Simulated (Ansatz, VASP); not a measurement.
## ZnSnW (ZnSnW in the AlB2 type): VASP beside Ansatz

One calculation is typed for both programs; each brings its own data sets. How far apart do they land? The cell is generated by rule, not measured, and may not be a known phase. The cell is taken from a series of runs on this material, whose earlier steps may have relaxed, scaled, displaced or heated it; both programs get it as it stands.

Calculated with Ansatz 0.2.0; plane waves, with VASP 6.6.1 beside it; single point at PBE.

The structure was built from a prototype and need not be the compound's stable phase.

### Step 1. Set-up

Symmetry: P-6m2, No. 187, hexagonal system. Conventional cell: a = 3.993 Å, b = 3.993 Å, c = 4.193 Å, α = 90.00°, β = 90.00°, γ = 120.00°. Nearest to W lie 6 Zn at 3.12 Å and 6 Sn at 3.12 Å. Nearest to Sn lie 3 Zn at 2.31 Å and 6 W at 3.12 Å. Nearest to Zn lie 3 Sn at 2.31 Å and 6 W at 3.12 Å. Farther neighbours are not listed.

### Step 2. Ansatz: single point, PBE

Ansatz runs on its PAW soft_1 files.

With cell and atoms fixed, the geometry can't cause a difference; cores, projectors, grids and the points listed under the comparison can.

input.yaml reads:

```yaml
crystal:
  lattice:
    - [3.99326, 0.0, 0.0]
    - [-1.99663, 3.45826, 0.0]
    - [0.0, 0.0, 4.19292]
  atoms:
    - { symbol: W, position: [0.0, 0.0, 0.0] }
    - { symbol: Sn, position: [0.33333333, 0.66666667, 0.5] }
    - { symbol: Zn, position: [0.66666667, 0.33333333, 0.5] }
kpoints:
  mp_grid: { grid: [6, 6, 4] }
hamiltonian:
  xc: pbe
  pseudopotentials: { kind: paw, azcp: { folder: soft_1 } }
scf:
  occupations: { method: gaussian, width: 0.1 }
output:
  forces: true
  stress: true
  eigenvalues: true
```

On the command line:

```console
ansatz run input.yaml --threads 4 --pin off --max-ram 12288MiB --backend cpu --events-out ev --progress --plain --runs-dir out
```

Numbers of over 12 decimals in the logs are rounded to 6 here.

Output:

```text
Engine: ansatz 0.2.0, aarch64-unknown-linux-gnu
Pseudopotentials: kind: paw
Pseudopotential: W, paw, valence charge 14, recommended cutoff 420 eV (normal), soft_1/W.paw.azcp
Pseudopotential: Sn, paw, valence charge 14, recommended cutoff 420 eV (normal), soft_1/Sn.paw.azcp
Pseudopotential: Zn, paw, valence charge 12, recommended cutoff 420 eV (normal), soft_1/Zn.paw.azcp
Functional definition: PBE
  parameter kappa = 0.804
  parameter beta = 0.066725
  exchange = pbe_x(kappa = kappa, mu = beta*pi^2/3)
  correlation = pbe_c(beta = beta)
Crystal: 3 atoms, lattice volume = 57.903 Å³
Basis set: ecut = 420 eV, 1131 PW (Γ), exchange–correlation on 54×54×60 points (8 copies of the dense FFT grid, shifted against one another)
Bands: 24, of which v1, the nominal top of the filled ones, is band 20 counted from 1 (19 counted from 0)
Symmetry: 12 space group operations
Space group: P-6m2 (ITA 187), of the structure as read, at distance tolerance 3.9e-5 Å
k-points: 21 of 144 (time reversal used)
Non-local potential: W, projectors of the file, l = 0: 3, l = 1: 2, l = 2: 2, l = 3: 1
Non-local potential: Sn, projectors of the file, l = 0: 2, l = 1: 2, l = 2: 2, l = 3: 1
Non-local potential: Zn, projectors of the file, l = 0: 2, l = 1: 2, l = 2: 3, l = 3: 1
PAW form: soft (Blöchl's): semilocal exchange-correlation on the pseudo side does not see the compensation charge
PAW one-centre angular grid: W, 590 points (default); XC on 64 Gauss nodes
PAW one-centre angular grid: Sn, 590 points (default); XC on 64 Gauss nodes
PAW one-centre angular grid: Zn, 590 points (default); XC on 64 Gauss nodes
Initial density: superposition of atomic densities (chi_scale 0.1, normalization cell, long waves kept (reshape's long-wave potential 0.00 eV rms))
Initial wavefunctions: pseudopotential atomic-orbital guess
Functional: x = pbe(κ = 0.804, μ = 0.219515), c = pbe(β = 0.066725)
SCF iter   1: F=—  HF=-19725.299132 eV  |F-HF|=—  |Δ(HF+E_count)|=         —  Δρ=6.16e-2  dr2=4.70e0  ethr=3.10e-3  ⟨swp⟩=5.7  Hψ=2371  notcnv=0
preconditioner: auto → Kerker (q_TF=auto, 2.565 Å⁻¹)  [metal: Δε(μ)=0.063 eV  Ē_g=13.322 eV  σ=0.100 eV  W_gap=0.33  n_scr=20 (ndim 8)  ℏωp=27.6 eV  f_vac=0.000  D(μ)=4.01/eV (n_scr^D=52)]
SCF iter   2: F=—  HF=-19724.468755 eV  |F-HF|=—  |Δ(HF+E_count)|=   8.30e-1  Δρ=2.17e-2  dr2=5.01e-1  ethr=3.10e-3  ⟨swp⟩=2.1  Hψ=801  notcnv=0
SCF iter   3: F=—  HF=-19724.386837 eV  |F-HF|=—  |Δ(HF+E_count)|=   8.19e-2  Δρ=9.09e-3  dr2=2.71e-2  ethr=1.25e-3  ⟨swp⟩=2.0  Hψ=836  notcnv=0
SCF iter   4: F=—  HF=-19724.383576 eV  |F-HF|=—  |Δ(HF+E_count)|=   3.26e-3  Δρ=5.66e-3  dr2=1.14e-2  ethr=6.77e-5  ⟨swp⟩=2.0  Hψ=926  notcnv=0
SCF iter   5: F=—  HF=-19724.382593 eV  |F-HF|=—  |Δ(HF+E_count)|=   9.83e-4  Δρ=2.23e-3  dr2=3.17e-3  ethr=2.86e-5  ⟨swp⟩=2.0  Hψ=663  notcnv=0
SCF iter   6: F=—  HF=-19724.382220 eV  |F-HF|=—  |Δ(HF+E_count)|=   3.73e-4  Δρ=6.17e-4  dr2=3.31e-4  ethr=7.92e-6  ⟨swp⟩=2.0  Hψ=810  notcnv=0
SCF iter   7: F=—  HF=-19724.382174 eV  |F-HF|=—  |Δ(HF+E_count)|=   4.56e-5  Δρ=2.37e-4  dr2=3.07e-5  ethr=8.28e-7  ⟨swp⟩=2.0  Hψ=723  notcnv=0
SCF iter   8: F=—  HF=-19724.382172 eV  |F-HF|=—  |Δ(HF+E_count)|=   1.65e-6  Δρ=5.56e-5  dr2=3.95e-6  ethr=7.68e-8  ⟨swp⟩=2.7  Hψ=854  notcnv=0
SCF iter   9: F=—  HF=-19724.382172 eV  |F-HF|=—  |Δ(HF+E_count)|=   5.56e-7  Δρ=3.55e-5  dr2=3.96e-7  ethr=9.87e-9  ⟨swp⟩=2.0  Hψ=839  notcnv=0
SCF iter  10: F=-19724.382172 eV  HF=-19724.382172 eV  |F-HF|=2.22e-8  |Δ(HF+E_count)|=   1.13e-7  Δρ=8.76e-6  dr2=3.27e-8  ethr=2.50e-10  ⟨swp⟩=5.6  Hψ=2068  notcnv=0
SCF 1 converged in 10 iterations: F = -19724.382172 eV  dr2 = 3.27e-8
  greatest PAW one-centre occupation: 0.999 electrons in one spin orbital (limit 2), on the W atom at site 0 (counted from 0), in its partial waves of l = 0
SCF converged after 10 iterations
Free energy (F): -19724.382172 eV
Harris-Foulkes:  -19724.382172 eV  (|F-HF|=2.22e-8)
Internal energy: -19724.355097 eV  (E = F + TS)
E sigma→0 (E₀):  -19724.368635 eV
Entropy (-TS):   -0.027074 eV (-9.025 meV/atom)
Fermi energy:    14.413661 eV
--- Per-component energies (eV) ---
  E_band       = -158.900943
  E_kinetic    = 738.512179
  E_local      = -3595.197331  (includes V_loc(G=0)·N_el)
  E_nonlocal   = 938.166585
  E_hartree    = 1512.357353
  E_xc         = -470.210171
  E_vxc        = -360.629936  (∫ρ·V_xc dr)
  E_paw        = -14844.255670  (= ΣΔE_a)
  E_vpaw       = -904.470531  (= ΣTr[D̂ρ^β])
  E_aug_tail   = 0.000200  (compensation charges beyond the density's cutoff)
  E_ewald      = -4003.728242
  E_smearing   = -0.027074  (= −TS)
  E_closure    = 0.000000  (closes the sum)
  Σ components = -19724.382172   (vs F -19724.382172, Δ=0.00e0)
--- Forces (eV/Å), atoms counted from 1 ---
  atom   1  W      0.00000000    -0.00000000     0.00000000
  atom   2  Sn     0.00000000    -0.00000000     0.00000000
  atom   3  Zn     0.00000000     0.00000000     0.00000000
  max |Σ_I F_I| component: 7.40e-17 eV/Å
--- Stress (GPa, compression-positive) ---
       15.307343       0.000000       0.000000
        0.000000      15.307343       0.000000
        0.000000       0.000000     -18.821657
  P = ⅓ Tr σ = 3.9310 GPa (39.310 kbar)
--- Band table (eV; the first three rows and the last of 21) ---
  k-point 0: bands = [... 16 lower, 12.4099, 12.4099, 12.4477, 14.1743, 14.1743, 16.3536, 17.4324, 17.4324]
  k-point 1: bands = [... 16 lower, 12.8419, 12.8419, 13.5876, 13.6971, 13.6971, 16.6222, 16.6222, 17.8723]
  k-point 2: bands = [... 16 lower, 13.3287, 13.3287, 13.5464, 13.5464, 14.1850, 15.5424, 15.5424, 18.9863]
  k-point 20: bands = [... 16 lower, 10.0794, 11.1603, 12.0994, 13.9317, 14.8048, 15.6629, 16.0382, 16.2026]
```

The run ends at a pressure of 3.93 GPa.

### Step 3. VASP: single point, PBE

The same cell, functional, mesh and smearing now go to VASP, with its own data sets.

Lines of VASP's logs that name or quote its potential files are left out, and so is its time.

INCAR reads:

```
SYSTEM = ZnSnW
PREC = Accurate
ENCUT = 600
EDIFF = 1E-06
NELM = 120
ISMEAR = 0
SIGMA = 0.1
LREAL = .FALSE.
ALGO = Normal
GGA = PE
NBANDS = 22
LASPH = .TRUE.
LORBIT = 11
LWAVE = .FALSE.
LCHARG = .FALSE.
ISIF = 2
GGA_COMPAT = .FALSE.
```

POSCAR reads:

```
ZnSnW
1.0
    3.9932600000      0.0000000000      0.0000000000
   -1.9966300000      3.4582600000      0.0000000000
    0.0000000000      0.0000000000      4.1929200000
W Sn Zn
1 1 1
Direct
    0.0000000000      0.0000000000      0.0000000000
    0.3333333333      0.6666666667      0.5000000000
    0.6666666667      0.3333333333      0.5000000000
```

KPOINTS reads:

```
Automatic mesh
0
Gamma
6 6 4
0 0 0
```

The projector-augmented-wave data sets are W, Sn_d and Zn (PBE family, release 64).

On the command line:

```console
mpirun -np 1 vasp_std
```

Output:

```text
[banner, memory and clock lines left out]
running    1 mpi-ranks, on    1 nodes
 distrk:  each k-point on    1 cores,    1 groups
 distr:  one band on    1 cores,    1 groups

 POSCAR found type information on POSCAR W SnZn
 POSCAR found :  3 types and       3 ions
 LDA part: xc-table for (Slater+PW92), standard interpolation
 POSCAR, INCAR and KPOINTS ok, starting setup
 FFT: planning ... GRIDC
 FFT: planning ... GRID_SOFT
 FFT: planning ... GRID
 WAVECAR not read
 entering main loop
       N       E                     dE             d eps       ncg     rms          rms(c)
DAV:   1     0.237948925092E+03    0.23795E+03   -0.17152E+04   924   0.232E+03
DAV:   2     0.103897111341E+02   -0.22756E+03   -0.21925E+03   942   0.481E+02
DAV:   3    -0.134150811087E+02   -0.23805E+02   -0.22908E+02  1110   0.143E+02
DAV:   4    -0.141757229815E+02   -0.76064E+00   -0.75236E+00  1050   0.257E+01
DAV:   5    -0.141954817605E+02   -0.19759E-01   -0.19749E-01  1174   0.403E+00    0.116E+01
DAV:   6    -0.131410419614E+02    0.10544E+01   -0.32976E+00  1204   0.208E+01    0.403E+00
DAV:   7    -0.130787252428E+02    0.62317E-01   -0.31875E-01  1308   0.612E+00    0.316E+00
DAV:   8    -0.130554897099E+02    0.23236E-01   -0.91166E-02  1226   0.478E+00    0.536E-01
DAV:   9    -0.130522607591E+02    0.32290E-02   -0.10169E-02  1166   0.189E+00    0.165E-01
DAV:  10    -0.130520834417E+02    0.17732E-03   -0.19912E-03  1420   0.627E-01    0.965E-02
DAV:  11    -0.130520977886E+02   -0.14347E-04   -0.30741E-04  1038   0.237E-01    0.503E-02
DAV:  12    -0.130520943460E+02    0.34427E-05   -0.45973E-05  1180   0.104E-01    0.104E-02
DAV:  13    -0.130520942456E+02    0.10039E-06   -0.31485E-06   966   0.254E-02
   1 F= -.13052094E+02 E0= -.13038417E+02  d E =-.273554E-01
```

Parts of OUTCAR (step 3):

```text
ion  position               nearest neighbor table
   1  0.000  0.000  0.000-   2 3.12   2 3.12   3 3.12   3 3.12   2 3.12   3 3.12   2 3.12   3 3.12
                             3 3.12   3 3.12   2 3.12   2 3.12
   2  0.333  0.667  0.500-   3 2.31   3 2.31   3 2.31   1 3.12   1 3.12   1 3.12   1 3.12   1 3.12
                             1 3.12
   3  0.667  0.333  0.500-   2 2.31   2 2.31   2 2.31   1 3.12   1 3.12   1 3.12   1 3.12   1 3.12
                             1 3.12

  LATTYP: Found a hexagonal cell.
 ALAT       =     3.9932600000
 C/A-ratio  =     1.0499992487

 Subroutine GETGRP returns: Found 12 space group operations
 (whereof 12 operations were pure point group operations)

The static configuration has the point symmetry D_3h.

 Found     21 irreducible k-points:

   k-points           NKPTS =     21   k-points in BZ     NKDIM =     21   number of bands    NBANDS=     22

   dimension x,y,z NGX =    32 NGY =   32 NGZ =   36
   dimension x,y,z NGXF=    64 NGYF=   64 NGZF=   72

   ENCUT  =  600.0 eV  44.10 Ry    6.64 a.u.   7.98  7.98  8.37*2*pi/ulx,y,z

   NELECT =      32.0000    total number of electrons

 k-points in reciprocal lattice and weights: Automatic mesh
   0.00000000  0.00000000  0.00000000       0.007
   0.16666667  0.00000000  0.00000000       0.042
   0.33333333  0.00000000  0.00000000       0.042
   0.50000000  0.00000000  0.00000000       0.021
   0.16666667  0.16666667  0.00000000       0.042
   0.33333333  0.16666667  0.00000000       0.083
   0.33333333  0.33333333  0.00000000       0.014
   0.00000000  0.00000000  0.25000000       0.014
   0.16666667  0.00000000  0.25000000       0.083
[...]
0.33333333  0.16666667  0.50000000       0.083
   0.33333333  0.33333333  0.50000000       0.014

 average (electrostatic) potential at core
       1 -39.3631       2-100.5794       3 -34.0029

 E-fermi :   6.9788

 k-point     1 :       0.0000    0.0000    0.0000
  band No.  band energies     occupation
    ...
     13       4.9889      2.00000
     14       4.9889      2.00000
     15       5.0411      2.00000
     16       6.7353      1.99943
     17       6.7353      1.99943
     18       8.9436      0.00000
     19       9.9995      0.00000
     20       9.9995      0.00000
     21      10.2819      0.00000
     22      10.9766      0.00000

 k-point     2 :       0.1667    0.0000    0.0000
  band No.  band energies     occupation
    ...
     12       3.9009      2.00000
     13       4.6890      2.00000
     14       4.9411      2.00000
     15       5.0535      2.00000
     16       6.6973      1.99993
     17       7.5313      0.00000
     18       7.5934      0.00000
     19       8.4668      0.00000
     20       9.2211      0.00000
     21      11.3752      0.00000
    ...

 k-point     3 :       0.3333    0.0000    0.0000
  band No.  band energies     occupation
    ...
     12       1.5585      2.00000
     13       4.4102      2.00000
     14       4.9536      2.00000
     15       5.0388      2.00000
     16       6.6240      2.00000
     17       7.0788      0.15729
     18       7.5002      0.00000
     19       9.0307      0.00000
     20       9.1044      0.00000
     21      11.8852      0.00000
    ...

  Total        5.5778845      5.5778696     -6.9955363      0.0000000     -0.0000000     -0.0000000
  in kB      154.3399274    154.3395164   -193.5663196      0.0000000     -0.0000000     -0.0000000
  external PRESSURE =      38.3710414 kB  Pullay stress =       0.0000000 kB

  energy-cutoff  :      600.00
  volume of cell :       57.90
      direct lattice vectors                 reciprocal lattice vectors
     3.993260000  0.000000000  0.000000000     0.250421961  0.144581379  0.000000000
    -1.996630000  3.458260000  0.000000000     0.000000000  0.289162758  0.000000000
     0.000000000  0.000000000  4.192920000     0.000000000  0.000000000  0.238497276

 POSITION                                       TOTAL-FORCE (eV/Angst)
 -----------------------------------------------------------------------------------
      0.00000      0.00000      0.00000        -0.000000     -0.000000      0.000000
     -0.00000      2.30551      2.09646        -0.000000     -0.000000      0.000000
      1.99663      1.15275      2.09646         0.000000      0.000000      0.000000
 -----------------------------------------------------------------------------------
    total drift:                               -0.000007      0.000118      0.000000

  FREE ENERGIE OF THE ION-ELECTRON SYSTEM (eV)
  ---------------------------------------------------
  free  energy   TOTEN  =       -13.0520942456 eV

  energy  without entropy=      -13.0247388313  energy(sigma->0) =      -13.03841654

 total charge
# of ion       s       p       d       tot
------------------------------------------
    1        0.417   0.258   3.895   4.570
    2        1.119   1.457  10.080  12.656
    3        0.646   0.691   9.755  11.092
--------------------------------------------------
tot          2.182   2.406  23.730  28.318

[... 3 further parts left out ...]
```

The k-mesh is coarse for a metal.

The run ends at a pressure of 3.84 GPa.

### Step 4. Differences

Known differences besides the potentials themselves: the data sets hold 40 valence electrons in Ansatz (on its PAW soft_1 files) and 32 in VASP; the cutoff is 420 eV in Ansatz and 600 eV in VASP. Total energies have different zeros and are not compared.

Compared:

| quantity | Ansatz | VASP | difference |
| --- | --- | --- | --- |
| pressure (GPa) | 3.93 | 3.84 | +0.09 |

### Step 5. What came out

```json
{
  "difference in pressure (single point, PBE)": "0.094 GPa"
}
```

What this shows: The difference in pressure is 0.094 GPa (single point, PBE), within the 1 GPa picked in this series as the mark of a large difference. The data sets hold unlike numbers of valence electrons (40 in Ansatz and 32 in VASP), so part of the differences comes from the potentials. Such differences can come from data sets, numerical settings and the points named under the comparisons, not from the functional's error against experiment.

[Lines on the potential files, build, host, timing and source positions are cut from VASP's logs without a mark.]

[Logs are printed without paths, hosts, clocks, repeated set-up lines and the standing remarks that a program may print on its own settings, such as how far it seeks lower states.]

[Hosts, paths, dates, database ids (printed as entryN), source tags and the programs' standing remarks are cut or masked in the printed files.]
